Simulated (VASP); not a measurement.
Output of a VASP run:

### OUTCAR
```
 ion  position               nearest neighbor table
   1  0.333  0.667  0.250-   2 3.49   2 3.49   2 3.49   2 3.49   2 3.49   2 3.49
   2  0.667  0.333  0.750-   1 3.49   1 3.49   1 3.49   1 3.49   1 3.49   1 3.49
  LATTYP: Found a hexagonal cell.
 ALAT       =     3.6126365353
 C/A-ratio  =     1.5521629554
 Subroutine PRICEL returns:
 Original cell was already a primitive cell.
 Subroutine GETGRP returns: Found 24 space group operations
The static configuration has the point symmetry D_3d.
 The point group associated with its full space group is D_6h.
The dynamic configuration has the point symmetry D_3d.
 Subroutine INISYM returns: Found 24 space group operations
 Subroutine IBZKPT returns following result:
 Found     76 irreducible k-points:

 Following reciprocal coordinates:
            Coordinates               Weight
  0.000000  0.000000  0.000000      1.000000
  0.083333  0.000000  0.000000      6.000000
  0.166667 -0.000000  0.000000      6.000000
  0.250000 -0.000000  0.000000      6.000000
  0.333333 -0.000000  0.000000      6.000000
  0.416667 -0.000000  0.000000      6.000000
  0.500000 -0.000000  0.000000      3.000000
  0.083333  0.083333  0.000000      6.000000
  0.166667  0.083333  0.000000     12.000000
  0.250000  0.083333  0.000000     12.000000
  0.333333  0.083333  0.000000     12.000000
  0.416667  0.083333  0.000000     12.000000
  0.166667  0.166667  0.000000      6.000000
  0.250000  0.166667  0.000000     12.000000
  0.333333  0.166667  0.000000     12.000000
  0.416667  0.166667  0.000000      6.000000
  0.250000  0.250000  0.000000      6.000000
  0.333333  0.250000  0.000000     12.000000
  0.333333  0.333333  0.000000      2.000000
  0.000000  0.000000  0.142857      2.000000
  0.083333  0.000000  0.142857     12.000000
  0.166667 -0.000000  0.142857     12.000000
  0.250000 -0.000000  0.142857     12.000000
  0.333333 -0.000000  0.142857     12.000000
  0.416667 -0.000000  0.142857     12.000000
  0.500000 -0.000000  0.142857      6.000000
  0.083333  0.083333  0.142857     12.000000
  0.166667  0.083333  0.142857     24.000000
  0.250000  0.083333  0.142857     24.000000
  0.333333  0.083333  0.142857     24.000000
  0.416667  0.083333  0.142857     24.000000
  0.166667  0.166667  0.142857     12.000000
  0.250000  0.166667  0.142857     24.000000
  0.333333  0.166667  0.142857     24.000000
  0.416667  0.166667  0.142857     12.000000
  0.250000  0.250000  0.142857     12.000000
  0.333333  0.250000  0.142857     24.000000
  0.333333  0.333333  0.142857      4.000000
  0.000000  0.000000  0.285714      2.000000
  0.083333  0.000000  0.285714     12.000000
   k-points           NKPTS =     76   k-points in BZ     NKDIM =     76   number of bands    NBANDS=     13
   number of dos      NEDOS =    301   number of ions     NIONS =      2
   total plane-waves  NPLWV =  32928
   dimension x,y,z NGX =    28 NGY =   28 NGZ =   42
   dimension x,y,z NGXF=    56 NGYF=   56 NGZF=   84
   ions per type =               2
   PREC   = accura    normal or accurate (medium, high low for compatibility)
   ISTART =      0    job   : 0-new  1-cont  2-samecut
   ICHARG =      2    charge: 1-file 2-atom 10-const
   ISPIN  =      1    spin polarized calculation?
   LNONCOLLINEAR =      F non collinear calculations
   LSORBIT =      F    spin-orbit coupling
   INIWAV =      1    electr: 0-lowe 1-rand  2-diag
   ENCUT  =  520.0 eV  38.22 Ry    6.18 a.u.   6.72  6.72 10.43*2*pi/ulx,y,z
   NELM   =    100;   NELMIN=  2; NELMDL= -5     # of ELM steps
   EDIFF  = 0.1E-06   stopping-criterion for ELM
   LREAL  =      F    real-space projection
   NLSPLINE    = F    spline interpolate recip. space projectors
   LMAXMIX     =    6 max onsite mixed and CHGCAR
   VOSKOWN=      0    Vosko Wilk Nusair interpolation
   EDIFFG = -.1E-01   stopping-criterion for IOM
   NSW    =     30    number of steps for IOM
...
```

### OSZICAR
```
...
DAV:   1     0.129939891146E+01    0.12994E+01   -0.88190E+03  1984   0.135E+03
DAV:   2    -0.669497500003E+02   -0.68249E+02   -0.67215E+02  2021   0.399E+02
DAV:   3    -0.712124000212E+02   -0.42627E+01   -0.40005E+01  3118   0.617E+01
DAV:   4    -0.713395345961E+02   -0.12713E+00   -0.12552E+00  3103   0.947E+00
DAV:   5    -0.713416340501E+02   -0.20995E-02   -0.20987E-02  2781   0.109E+00    0.273E+01
DAV:   6    -0.699498401679E+02    0.13918E+01   -0.46758E-01  2355   0.960E+00    0.148E+01
DAV:   7    -0.685481202913E+02    0.14017E+01   -0.52365E-01  3088   0.774E+00    0.992E-01
DAV:   8    -0.698412673867E+02   -0.12931E+01   -0.51244E-01  2721   0.673E+00    0.278E+00
DAV:   9    -0.697334133804E+02    0.10785E+00   -0.80645E-02  2176   0.379E+00    0.651E-01
DAV:  10    -0.697251564630E+02    0.82569E-02   -0.26599E-03  2866   0.652E-01    0.704E-01
DAV:  11    -0.697234780888E+02    0.16784E-02   -0.43239E-04  2685   0.243E-01    0.573E-01
DAV:  12    -0.697215345456E+02    0.19435E-02   -0.37033E-02  2011   0.211E+00    0.810E-02
DAV:  13    -0.697210250163E+02    0.50953E-03   -0.16485E-03  3143   0.581E-01    0.125E-01
DAV:  14    -0.697211904503E+02   -0.16543E-03   -0.12774E-03  2071   0.369E-01    0.799E-02
DAV:  15    -0.697211468402E+02    0.43610E-04   -0.54934E-05  2681   0.945E-02    0.642E-02
DAV:  16    -0.697211359708E+02    0.10869E-04   -0.49516E-05  2501   0.612E-02    0.855E-02
DAV:  17    -0.697211272449E+02    0.87259E-05   -0.70325E-06  3200   0.319E-02    0.852E-02
DAV:  18    -0.697211723996E+02   -0.45155E-04   -0.16550E-05  2894   0.436E-02    0.410E-02
DAV:  19    -0.697212287700E+02   -0.56370E-04   -0.20896E-05  2061   0.582E-02    0.179E-02
DAV:  20    -0.697212047488E+02    0.24021E-04   -0.40414E-06  2076   0.220E-02    0.234E-02
DAV:  21    -0.697212294429E+02   -0.24694E-04   -0.11674E-06  2096   0.111E-02    0.390E-03
DAV:  22    -0.697212265648E+02    0.28781E-05   -0.21925E-07  2094   0.584E-03    0.244E-03
DAV:  23    -0.697212303320E+02   -0.37672E-05   -0.63676E-08  1333   0.285E-03    0.159E-03
DAV:  24    -0.697212292486E+02    0.10835E-05   -0.14362E-07  1659   0.431E-03    0.170E-03
DAV:  25    -0.697212318905E+02   -0.26420E-05   -0.12900E-07  1554   0.484E-03    0.414E-04
DAV:  26    -0.697212317529E+02    0.13765E-06   -0.26387E-08  1103   0.317E-03    0.177E-04
DAV:  27    -0.697212314285E+02    0.32432E-06   -0.12102E-08  1093   0.203E-03    0.194E-04
DAV:  28    -0.697212317710E+02   -0.34243E-06   -0.57286E-09  1093   0.151E-03    0.754E-05
DAV:  29    -0.697212316590E+02    0.11201E-06   -0.22235E-09  1093   0.932E-04    0.460E-05
DAV:  30    -0.697212317087E+02   -0.49764E-07   -0.95585E-10  1093   0.633E-04
   1 F= -.69721232E+02 E0= -.69721354E+02  d E =-.697212E+02
       N       E                     dE             d eps       ncg     rms          rms(c)
DAV:   1    -0.697212658178E+02   -0.34159E-04   -0.12741E-03  2011   0.288E-01    0.271E-02
DAV:   2    -0.697212504079E+02    0.15410E-04   -0.50931E-05  2983   0.887E-02    0.166E-02
DAV:   3    -0.697212456902E+02    0.47177E-05   -0.40109E-06  2934   0.262E-02    0.755E-03
DAV:   4    -0.697212439823E+02    0.17078E-05   -0.34975E-06  2683   0.171E-02    0.521E-03
DAV:   5    -0.697212444237E+02   -0.44143E-06   -0.78477E-07  2180   0.817E-03    0.267E-03
DAV:   6    -0.697212446439E+02   -0.22017E-06   -0.44160E-08  1093   0.267E-03    0.477E-04
DAV:   7    -0.697212445576E+02    0.86273E-07   -0.13319E-08  1063   0.194E-03
   2 F= -.69721245E+02 E0= -.69721362E+02  d E =-.128489E-04
```

OUTCAR:
```
------------------------ aborting loop because EDIFF is reached ----------------------------------------
  FORCE on cell =-STRESS in cart. coord.  units (eV):
  Direction    XX          YY          ZZ          XY          YZ          ZX
  --------------------------------------------------------------------------------------
  Total       -0.9468254     -0.9468255     -0.9607369      0.0000000     -0.0000000      0.0000000
  in kB      -23.9353478    -23.9353489    -24.2870243      0.0000000     -0.0000000      0.0000000
  external PRESSURE =     -24.0525737 kB  Pullay stress =       0.0000000 kB
  volume of cell :       63.38
      direct lattice vectors                 reciprocal lattice vectors
     1.806823129 -3.129509529 -0.000000000     0.276728802 -0.159769445 -0.000000000
     1.806823129  3.129509529  0.000000000     0.276728802  0.159769445 -0.000000000
     0.000000000 -0.000000000  5.604267217     0.000000000 -0.000000000  0.178435460
 POSITION                                       TOTAL-FORCE (eV/Angst)
 -----------------------------------------------------------------------------------
      1.80682      1.04317      1.40107        -0.000000      0.000000      0.000000
      1.80682     -1.04317      4.20320         0.000000     -0.000000      0.000000
 -----------------------------------------------------------------------------------
    total drift:                               -0.000002      0.000074     -0.000011
  FREE ENERGIE OF THE ION-ELECTRON SYSTEM (eV)
  ---------------------------------------------------
  free  energy   TOTEN  =       -69.7212445576 eV

  energy  without entropy=      -69.7215978507  energy(sigma->0) =      -69.72136232

 reached required accuracy - stopping structural energy minimisation
```
(Selected blocks of OUTCAR.)

File POSCAR:
```
Tm
1
    1.8063182364    -3.1286350323     0.0000000000
    1.8063182364     3.1286350323     0.0000000000
    0.0000000000     0.0000000000     5.6074006016
Tm
2
Direct
  0.3333330000   0.6666670000   0.2500000000
  0.6666670000   0.3333330000   0.7500000000
```

Problem. Write an INCAR and KPOINTS that could have produced this output.

Solution. Several could match; the one computed here: the input of the run itself, r2SCAN+rVV10, plane waves, VASP's PBE PAW potentials (set 64).

INCAR:
```
# general
SYSTEM   = Tm
PREC     = Accurate
ENCUT    = 520
LREAL    = .FALSE.
LASPH    = .TRUE.

# electronic loop
EDIFF    = 1E-7
NELM     = 100
ALGO     = Normal
LMAXMIX  = 6
LMIXTAU  = .TRUE.

# smearing
ISMEAR   = 1
SIGMA    = 0.1

# functional
METAGGA  = R2SCAN
LUSE_VDW = .TRUE.
BPARAM   = 11.95
CPARAM   = 0.0093

# ions
IBRION   = 2
NSW      = 30
ISIF     = 4
EDIFFG   = -0.01

# output
LWAVE    = .FALSE.
LCHARG   = .FALSE.
```

**KPOINTS**
```
Automatic mesh
0
Gamma
12 12 7
0 0 0
```

POTCAR, in this order: Tm_3 (PBE.64 set). Program: vasp_std.

The 4f electrons are frozen in the core of the lanthanide potential, so 4f levels, which can set the real gap, and their magnetism are missing.

The compound is Tm in the hcp structure. This cell is one point of a volume scan, at 1.06 of the reference volume. Symmetry was kept, so distortions that lower it aren't found.
